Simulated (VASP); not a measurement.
```yaml
crystal:
  lattice:
    - [0.00000, 3.25809, 3.25809]
    - [3.25809, 0.00000, 3.25809]
    - [3.25809, 3.25809, 0.00000]
  atoms:
    - { symbol: Ba, position: [0.00000, 0.00000, 0.00000] }
    - { symbol: S, position: [0.50000, 0.50000, 0.50000] }
```

Computed with revPBE GGA, VASP's PBE PAW potentials (set 64) (plane waves; VASP). Run with 520 eV cut-off, 8×8×8 Γ-centred mesh, tetrahedra with Blöchl corrections, potentials Ba_sv S.

Unless said otherwise, spin-orbit coupling is left out, though it shifts the bands of the heavy elements here.

Question: Predict the energy per atom (σ→0), band gap (on the k-mesh) with the smallest direct gap where there is one.

Answer: 
```yaml
band gap (on the k-mesh): 2.31 eV
smallest direct gap (on the k-mesh): 2.47 eV
energy per atom (σ→0): -4854 meV/atom
```

The absolute energy has meaning only against runs of the same code, potentials and settings.

The compound is BaS in the rock salt structure. It was relaxed first, which changed the volume by +6 %.
